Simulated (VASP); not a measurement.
The system is NaNb.

```
CELL_PARAMETERS angstrom
0.00000 2.86345 2.86345
2.86345 0.00000 2.86345
2.86345 2.86345 0.00000
ATOMIC_POSITIONS crystal
Na 0.00000 0.00000 0.00000
Nb 0.50000 0.50000 0.50000
```

The cell was built by a generator and needn't be a form met in nature.

* Program: VASP 6.6.1
* Task: relaxation of cell and atoms
* Functional: PBE
* Potentials or basis: VASP PAW PBE potentials, release 64 (Na_pv, Nb_sv)
* Cutoff: 600 eV
* k mesh: 6 × 6 × 6
* Occupations: fermi-dirac, width 0.05 eV
* Spin: no spin polarisation

At the start: pressure -2.4 GPa; volume 23.48 Å³/atom.

Question: Where does the relaxation end?

Answer: Over 3 steps the energy falls by 11.0 meV/atom and the volume is 22.12 Å³/atom (-5.8 %); space group Fm-3m (No. 225, to 0.05 Å).

Step by step:
| step | energy change (eV) | largest force (eV/Å) | pressure (GPa) | volume (Å³) |
| --- | --- | --- | --- | --- |
| 1 | 0.0000 | 0.0000 | -2.42 | 46.96 |
| 2 | -0.0215 | 0.0000 | -0.37 | 44.58 |
| 3 | -0.0219 | 0.0000 | -0.03 | 44.24 |

Final structure:
```
Na Nb
1.0
     0.00000    2.80706    2.80706
     2.80706    0.00000    2.80706
     2.80706    2.80706    0.00000
Na Nb
1 1
Cartesian
  0.0000 0.0000 0.0000
  2.8071 2.8071 2.8071
```
